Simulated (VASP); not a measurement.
OSZICAR of a VASP run on CdTe (zinc blende):

**OSZICAR**
```
       N       E                     dE             d eps       ncg     rms          rms(c)
DAV:   1     0.410650161361E+02    0.41065E+02   -0.72829E+03   424   0.979E+02
DAV:   2    -0.480072174711E+02   -0.89072E+02   -0.86486E+02   481   0.261E+02
DAV:   3    -0.511944674454E+02   -0.31872E+01   -0.31826E+01   496   0.516E+01
DAV:   4    -0.512200775601E+02   -0.25610E-01   -0.25609E-01   584   0.409E+00
DAV:   5    -0.512201319351E+02   -0.54375E-04   -0.54375E-04   506   0.177E-01    0.542E+00
DAV:   6    -0.469342830220E+02    0.42858E+01   -0.32185E+00   416   0.268E+01    0.700E+00
DAV:   7    -0.466378680813E+02    0.29641E+00   -0.21040E-01   416   0.613E+00    0.453E+00
DAV:   8    -0.468260304526E+02   -0.18816E+00   -0.20770E-01   436   0.456E+00    0.931E-01
DAV:   9    -0.465522010409E+02    0.27383E+00   -0.23749E-01   416   0.431E+00    0.526E-01
DAV:  10    -0.466142926318E+02   -0.62092E-01   -0.37307E-02   416   0.183E+00    0.316E-01
DAV:  11    -0.466347793049E+02   -0.20487E-01   -0.16755E-02   416   0.124E+00    0.675E-02
DAV:  12    -0.466346820623E+02    0.97243E-04   -0.11032E-03   451   0.384E-01    0.629E-02
DAV:  13    -0.466370453689E+02   -0.23633E-02   -0.61944E-03   416   0.798E-01    0.579E-02
DAV:  14    -0.466344244459E+02    0.26209E-02   -0.14495E-03   451   0.305E-01    0.466E-02
DAV:  15    -0.466370731964E+02   -0.26488E-02   -0.74352E-04   416   0.226E-01    0.378E-02
DAV:  16    -0.466381728806E+02   -0.10997E-02   -0.31485E-04   426   0.205E-01    0.178E-02
DAV:  17    -0.466383953478E+02   -0.22247E-03   -0.17327E-04   426   0.125E-01    0.503E-03
DAV:  18    -0.466384364376E+02   -0.41090E-04   -0.23679E-05   461   0.593E-02    0.878E-03
DAV:  19    -0.466384353004E+02    0.11373E-05   -0.12268E-06   313   0.139E-02    0.266E-03
DAV:  20    -0.466384356336E+02   -0.33325E-06   -0.40291E-07   263   0.668E-03
   1 F= -.46638436E+02 E0= -.46638436E+02  d E =-.466384E+02
```

Task: Which electronic solver shows in the log?

Result: It is blocked Davidson (ALGO = Normal, or the opening steps of other solvers). The INCAR had ALGO = Normal.

Task: Can the final energy be trusted as converged?

Result: Self-consistency was reached. It stopped with EDIFF = 1E-6, NELM = 100, NSW = 60 and EDIFFG = -0.01 after 1 ionic step (r2SCAN meta-GGA, plane waves, VASP's PBE PAW potentials (set 64)).

The compound is CdTe in the zinc blende structure. It was relaxed first. The start is the result of an earlier pass.
